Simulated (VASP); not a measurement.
```
CuZn
1.0
    3.00543     0.00000     0.00000
    0.00000     3.00543     0.00000
    0.00000     0.00000     3.00543
Zn Cu
1 1
Direct
  0.50000   0.50000   0.50000
  0.00000   0.00000   0.00000
```

These are RPBE GGA, VASP's PBE PAW potentials (set 64) (plane waves; VASP) values and carry that method's errors. Settings: 520 eV cut-off, 14×14×14 Γ-centred mesh, tetrahedra with Blöchl corrections, potentials Zn Cu.

### Question
Predict the energy per atom (σ→0), band gap (on the k-mesh) with the smallest direct gap where there is one.

### Answer

```yaml
band gap (on the k-mesh): none (metal, semimetal or under 0.01 eV)
energy per atom (σ→0): -2.082 eV/atom
```

Only differences to runs with the same potentials and settings are physical.

The compound is CuZn in the CsCl type structure. It was relaxed first, which changed the volume by +6 %. The electron count is odd and the run is not spin-polarised, which forces a metal.
